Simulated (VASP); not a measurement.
Data:

```xyz
2
Lattice="2.7203 0.0000 0.0000 0.0000 2.7203 0.0000 0.0000 0.0000 2.7203" Properties=species:S:1:pos:R:3 pbc="T T T"
W      0.0000     0.0000     0.0000
C      1.3602     1.3602     1.3602
```

These are r2SCAN meta-GGA, VASP's PBE PAW potentials (set 64) (plane waves; VASP) values and carry that method's errors. Run with 520 eV cut-off, 15×15×15 Γ-centred mesh, tetrahedra with Blöchl corrections, potentials W_sv C.

Unless said otherwise, spin-orbit coupling is left out, though it shifts the bands of the heavy elements here.

Q: Estimate the energy per atom (σ→0), band gap (over mesh and band path) with the smallest direct gap where there is one.

A: 
```json
{
  "band gap (over mesh and band path)": "none (metal, semimetal or under 0.01 eV)",
  "energy per atom (σ→0)": "-29.833 eV/atom"
}
```

Total energies compare only between runs with the same potentials, cut-off and functional.

The structure was generated: WC was put into the CsCl type type (Pm-3m), which need not be its known phase. It was relaxed first, which changed the volume by -32 %.
